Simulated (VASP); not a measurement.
VASP ran on this input.

File POSCAR:
```
SiSn
1
    4.9081600000     0.0000000000     0.0000000000
    0.0000000000     4.9081600000     0.0000000000
    0.0000000000     0.0000000000     6.1846900000
Sn Si
2 2
Direct
  0.5000000000   0.0000000000   0.2368000000
  0.0000000000   0.5000000000   0.7632000000
  0.0000000000   0.0000000000   0.0000000000
  0.5000000000   0.5000000000   0.0000000000
```

### INCAR
```
# general
SYSTEM  = SiSn
PREC    = Accurate
ENCUT   = 300
LREAL   = .FALSE.   # projection in real space or not
LASPH   = .TRUE.

# electronic loop
EDIFF   = 1E-6
NELM    = 100
ALGO    = Normal
LMAXMIX = 4   # l cut-off of mixed one-centre charges

# smearing
ISMEAR  = 0   # Gaussian
SIGMA   = 0.1   # width (eV)

# functional
GGA     = PE   # PBE

# ions
IBRION  = 2   # conjugate gradients
NSW     = 50
ISIF    = 3   # ions, shape and volume
EDIFFG  = -0.01   # ionic stop

# output
LWAVE   = .FALSE.
LCHARG  = .FALSE.
```

KPOINTS:
```
K-points
0
Gamma
 4 4 3
0 0 0
```

POTCAR, in this order: Sn_d Si (PBE.64 set). Program: vasp_std.

Task: Translate this PBE calculation to Ansatz.

Result: One equivalent input (not run):
Ansatz 0.2 input:
```yaml
crystal:
  lattice:
    - [4.9081600, 0.0000000, 0.0000000]
    - [0.0000000, 4.9081600, 0.0000000]
    - [0.0000000, 0.0000000, 6.1846900]
  atoms:
    - { symbol: Sn, position: [0.5000000, 0.0000000, 0.2368000] }
    - { symbol: Sn, position: [0.0000000, 0.5000000, 0.7632000] }
    - { symbol: Si, position: [0.0000000, 0.0000000, 0.0000000] }
    - { symbol: Si, position: [0.5000000, 0.5000000, 0.0000000] }
kpoints:
  mp_grid: { grid: [4, 4, 3] }
hamiltonian:
  xc: pbe
  pseudopotentials: { kind: paw }
scf:
  occupations: { method: gaussian, width: 0.1 }
  max_iter: 100
relax:
  max_steps: 50
  f_tol: 0.01
  cell: {}
output: { forces: true, stress: true, eigenvalues: true }
```
What does not carry over: each code has its own PAW files, so the cut-off isn't converted (ENCUT is set for VASP's; basis.ecutwfc is left out, and Ansatz then takes the one that its files recommend); Ansatz stops its SCF on the density residual and VASP on the energy change (EDIFF).

The structure was generated: SiSn was put into an ordered model structure, which need not be its known phase. This run relaxes it. Symmetry was kept, so distortions that lower it aren't found. The k-mesh is coarse (spacing up to 0.40 per Å, 2π included), so the numbers may not be converged in it. The run is one of a series of settings (EDIFFG = -0.01, IBRION = 2, ISIF = 3, NSW = 50 against the base run), some of them coarse on purpose.
